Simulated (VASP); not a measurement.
These are r2SCAN meta-GGA, VASP's PBE PAW potentials (set 64) (plane waves; VASP 6.6.1) values and carry that method's errors.

A VASP calculation is set up with these files.

**KPOINTS**
```
Automatic mesh
0
Gamma
4 4 3
```

INCAR:
```
! general
SYSTEM  = Rb3Na(WO4)2
PREC    = Accurate
ENCUT   = 520
LREAL   = Auto
LASPH   = .TRUE.

! electronic loop
EDIFF   = 1E-6
NELM    = 100
ALGO    = Normal
LMAXMIX = 6
LMIXTAU = .TRUE.

! smearing
ISMEAR  = 0
SIGMA   = 0.05

! functional
METAGGA = R2SCAN

! ions
IBRION  = 2
NSW     = 60
ISIF    = 3
EDIFFG  = -0.02

! output
LWAVE   = .FALSE.
LCHARG  = .FALSE.
```

### POSCAR
```
Rb3Na(WO4)2
1.0
  6.1522053530   0.0000000000   0.0000000000
 -3.0761026764   5.3279663238   0.0000000000
  0.0000000000   0.0000000000   7.9114624606
Rb Na W O
3 1 2 8
Direct
  0.0000000000   0.0000000000   0.5000000000
  0.6666670000   0.3333330000   0.1588506696
  0.3333330000   0.6666670000   0.8411493304
  0.0000000000   0.0000000000   0.0000000000
  0.6666670000   0.3333330000   0.7232932849
  0.3333330000   0.6666670000   0.2767067151
  0.8237674474   0.6475348949   0.8053204852
  0.1762325526   0.3524651051   0.1946795148
  0.3524651051   0.1762325526   0.8053204852
  0.6475348949   0.8237674474   0.1946795148
  0.8237674474   0.1762325526   0.8053204852
  0.1762325526   0.8237674474   0.1946795148
  0.6666670000   0.3333330000   0.4983308421
  0.3333330000   0.6666670000   0.5016691579
```

POTCAR, in this order: Rb_sv Na_pv W_sv O (PBE.64 set). Program: vasp_std.

The run wrote:

OUTCAR:
```
 ion  position               nearest neighbor table
   1  0.000  0.000  0.500-   9 3.06  10 3.06  11 3.06  12 3.06   7 3.06   8 3.06  13 3.55  14 3.55
                            13 3.55  14 3.55  13 3.55  14 3.55   4 3.96   4 3.96   6 3.97   5 3.97
   2  0.667  0.333  0.159-  13 2.69   8 3.09  10 3.09  12 3.09  12 3.09   8 3.09  10 3.09  11 3.26
                             9 3.26   7 3.26   5 3.45   6 3.67   6 3.67   6 3.67   4 3.77   4 3.77
   3  0.333  0.667  0.841-  14 2.69   7 3.09   9 3.09  11 3.09  11 3.09   7 3.09   9 3.09  12 3.26
                            10 3.26   8 3.26   6 3.45   5 3.67   5 3.67   5 3.67   4 3.77   4 3.77
   4  0.000  0.000  0.000-   2 3.77   3 3.77   2 3.77   3 3.77   2 3.77   3 3.77   1 3.96   1 3.96
  LATTYP: Found a hexagonal cell.
 ALAT       =     6.1522053530
 C/A-ratio  =     1.2859555243
 Subroutine PRICEL returns:
 Original cell was already a primitive cell.
 Subroutine GETGRP returns: Found 12 space group operations
The static configuration has the point symmetry D_3d.
The dynamic configuration has the point symmetry D_3d.
 Subroutine INISYM returns: Found 12 space group operations
 Subroutine IBZKPT returns following result:
 Found      9 irreducible k-points:

 Following reciprocal coordinates:
            Coordinates               Weight
  0.000000  0.000000  0.000000      1.000000
  0.250000  0.000000  0.000000      6.000000
  0.500000  0.000000  0.000000      3.000000
...
```

OSZICAR:
```
       N       E                     dE             d eps       ncg     rms          rms(c)
DAV:   1     0.997157839218E+03    0.99716E+03   -0.59894E+04  1284   0.169E+03
DAV:   2    -0.171487043503E+03   -0.11686E+04   -0.11326E+04  1452   0.453E+02
DAV:   3    -0.279825255873E+03   -0.10834E+03   -0.10749E+03  1494   0.145E+02
DAV:   4    -0.283719292696E+03   -0.38940E+01   -0.38789E+01  1672   0.287E+01
DAV:   5    -0.283905538046E+03   -0.18625E+00   -0.18612E+00  1952   0.457E+00    0.817E+01
DAV:   6    -0.242641974020E+03    0.41264E+02   -0.91454E+01  1664   0.483E+01    0.178E+01
DAV:   7    -0.227612676762E+03    0.15029E+02   -0.16982E+01  1390   0.172E+01    0.167E+01
DAV:   8    -0.231035455804E+03   -0.34228E+01   -0.44088E+00  1384   0.104E+01    0.218E+00
DAV:   9    -0.226142543609E+03    0.48929E+01   -0.11538E+00  1304   0.557E+00    0.135E+00
DAV:  10    -0.228564925452E+03   -0.24224E+01   -0.93419E-01  1278   0.524E+00    0.467E-01
DAV:  11    -0.228464879668E+03    0.10005E+00   -0.45665E-02  1672   0.113E+00    0.274E-01
DAV:  12    -0.228464063493E+03    0.81618E-03   -0.97184E-03  1406   0.605E-01    0.145E-01
DAV:  13    -0.228451313856E+03    0.12750E-01   -0.26655E-02  1288   0.113E+00    0.881E-02
DAV:  14    -0.228479284019E+03   -0.27970E-01   -0.79033E-03  1312   0.598E-01    0.302E-02
DAV:  15    -0.228479755499E+03   -0.47148E-03   -0.65798E-04  1464   0.175E-01    0.258E-02
DAV:  16    -0.228479582516E+03    0.17298E-03   -0.98550E-05  1536   0.560E-02    0.102E-02
DAV:  17    -0.228480008175E+03   -0.42566E-03   -0.19085E-04  1304   0.804E-02    0.599E-03
DAV:  18    -0.228480008967E+03   -0.79240E-06   -0.97472E-06  1544   0.187E-02
   1 F= -.22848001E+03 E0= -.22848001E+03  d E =-.228480E+03
       N       E                     dE             d eps       ncg     rms          rms(c)
DAV:   1    -0.228480162065E+03   -0.15389E-03   -0.61412E-02  1220   0.148E+00    0.127E-01
DAV:   2    -0.228480217122E+03   -0.55058E-04   -0.41402E-03  1282   0.295E-01    0.923E-02
DAV:   3    -0.228480191050E+03    0.26072E-04   -0.29766E-04  1556   0.900E-02    0.492E-02
DAV:   4    -0.228480124281E+03    0.66769E-04   -0.11452E-04  1340   0.685E-02    0.217E-02
DAV:   5    -0.228480202426E+03   -0.78145E-04   -0.57724E-05  1292   0.513E-02    0.754E-03
DAV:   6    -0.228480159618E+03    0.42808E-04   -0.35054E-05  1250   0.401E-02    0.403E-03
DAV:   7    -0.228480213013E+03   -0.53395E-04   -0.11575E-05  1196   0.221E-02    0.243E-03
DAV:   8    -0.228480214277E+03   -0.12639E-05   -0.89812E-07   916   0.679E-03    0.118E-03
DAV:   9    -0.228480214265E+03    0.12667E-07   -0.41077E-07   796   0.412E-03
   2 F= -.22848021E+03 E0= -.22848021E+03  d E =-.205298E-03
       N       E                     dE             d eps       ncg     rms          rms(c)
DAV:   1    -0.228480213472E+03    0.80511E-06   -0.59987E-03  1200   0.462E-01    0.401E-02
DAV:   2    -0.228480219136E+03   -0.56632E-05   -0.40270E-04  1258   0.927E-02    0.291E-02
DAV:   3    -0.228480214755E+03    0.43805E-05   -0.30440E-05  1526   0.280E-02    0.156E-02
DAV:   4    -0.228480209842E+03    0.49132E-05   -0.10759E-05  1358   0.205E-02    0.696E-03
DAV:   5    -0.228480215189E+03   -0.53475E-05   -0.59999E-06  1200   0.159E-02    0.221E-03
DAV:   6    -0.228480212076E+03    0.31134E-05   -0.40500E-06  1174   0.131E-02    0.132E-03
DAV:   7    -0.228480216569E+03   -0.44929E-05   -0.10783E-06   790   0.662E-03    0.769E-04
DAV:   8    -0.228480216690E+03   -0.12118E-06   -0.78362E-08   658   0.213E-03
   3 F= -.22848022E+03 E0= -.22848022E+03  d E =-.207723E-03
       N       E                     dE             d eps       ncg     rms          rms(c)
DAV:   1    -0.228480344027E+03   -0.12746E-03   -0.24467E-02  1250   0.109E+00    0.238E-01
DAV:   2    -0.228480306064E+03    0.37963E-04   -0.29886E-03  1192   0.256E-01    0.105E-01
DAV:   3    -0.228480266009E+03    0.40054E-04   -0.40027E-04  1496   0.895E-02    0.215E-02
DAV:   4    -0.228480269536E+03   -0.35262E-05   -0.58585E-05  1408   0.388E-02    0.114E-02
DAV:   5    -0.228480275468E+03   -0.59325E-05   -0.85906E-06  1392   0.169E-02    0.641E-03
DAV:   6    -0.228480273519E+03    0.19490E-05   -0.32682E-06  1214   0.104E-02    0.242E-03
DAV:   7    -0.228480274604E+03   -0.10846E-05   -0.10449E-06   852   0.664E-03    0.139E-03
DAV:   8    -0.228480274271E+03    0.33233E-06   -0.35115E-07   754   0.372E-03
   4 F= -.22848027E+03 E0= -.22848027E+03  d E =-.575815E-04
```

OUTCAR:
```
------------------------ aborting loop because EDIFF is reached ----------------------------------------
  FORCE on cell =-STRESS in cart. coord.  units (eV):
  Direction    XX          YY          ZZ          XY          YZ          ZX
  --------------------------------------------------------------------------------------
  Total       -0.0396965     -0.0396965     -0.0995098     -0.0000000      0.0000000      0.0000000
  in kB       -0.2450119     -0.2450119     -0.6141869     -0.0000000      0.0000000      0.0000000
  external PRESSURE =      -0.3680702 kB  Pullay stress =       0.0000000 kB
  volume of cell :      259.58
      direct lattice vectors                 reciprocal lattice vectors
     6.151710681 -0.000000000  0.000000000     0.162556409  0.093851983 -0.000000000
    -3.075855341  5.327537925  0.000000000     0.000000000  0.187703966 -0.000000000
    -0.000000000  0.000000000  7.920518733    -0.000000000 -0.000000000  0.126254357
 POSITION                                       TOTAL-FORCE (eV/Angst)
 -----------------------------------------------------------------------------------
      0.00000      0.00000      3.96026         0.000000     -0.000000      0.000000
      3.07586      1.77584      1.25600         0.000000     -0.000000     -0.017699
     -0.00000      3.55169      6.66452        -0.000000      0.000000      0.017699
      0.00000     -0.00000      0.00000         0.000000     -0.000000      0.000000
      3.07586      1.77584      5.72591        -0.000000     -0.000000      0.010051
     -0.00000      3.55169      2.19461        -0.000000      0.000000     -0.010051
      3.07586      3.44827      6.37849        -0.000000     -0.003000     -0.012446
      0.00000      1.87927      1.54203         0.000000      0.003000      0.012446
      1.62749      0.93963      6.37849         0.002598      0.001500     -0.012446
      1.44836      4.38790      1.54203        -0.002598     -0.001500      0.012446
      4.52422      0.93963      6.37849        -0.002598      0.001500     -0.012446
     -1.44836      4.38790      1.54203         0.002598     -0.001500      0.012446
      3.07586      1.77584      3.94569        -0.000000     -0.000000     -0.006173
     -0.00000      3.55169      3.97483         0.000000      0.000000      0.006173
 -----------------------------------------------------------------------------------
    total drift:                                0.000000     -0.000000      0.000000
  FREE ENERGIE OF THE ION-ELECTRON SYSTEM (eV)
  ---------------------------------------------------
  free  energy   TOTEN  =      -228.4802742714 eV

  energy  without entropy=     -228.4802742714  energy(sigma->0) =     -228.48027427

 reached required accuracy - stopping structural energy minimisation
```
(Selected blocks of OUTCAR.)

### CONTCAR
```
Rb3Na(WO4)2
   1.00000000000000
     6.1517106812824220   -0.0000000000000093    0.0000000000000000
    -3.0758553405412270    5.3275379254780608    0.0000000000000000
    -0.0000000000000000    0.0000000000000000    7.9205187328336422
  Rb              Na              W               O
     3     1     2     8
Direct
     0.0000000000000000    0.0000000000000000    0.5000000000000000
     0.6666669999999968    0.3333330000000032    0.1585755225810766
     0.3333330000000032    0.6666669999999968    0.8414244774189233
     0.0000000000000000    0.0000000000000000    0.0000000000000000
     0.6666669999999968    0.3333330000000032    0.7229206395398148
     0.3333330000000032    0.6666669999999968    0.2770793604601852
     0.8236270010158947    0.6472540021317842    0.8053119864261166
     0.1763729989841052    0.3527459978682158    0.1946880135738834
     0.3527459978682143    0.1763729989841052    0.8053119864261166
     0.6472540021317859    0.8236270010158947    0.1946880135738834
     0.8236270010158963    0.1763729989841052    0.8053119864261166
     0.1763729989841036    0.8236270010158947    0.1946880135738834
     0.6666669999999968    0.3333330000000032    0.4981604950729762
     0.3333330000000032    0.6666669999999968    0.5018395049270239
```

The structure comes from a computed database's NaRb3W2O8 entry (P-3m1); how it stands against other phases isn't given here. This run relaxes it. Symmetry was kept, so distortions that lower it aren't found. The start is the result of an earlier pass.
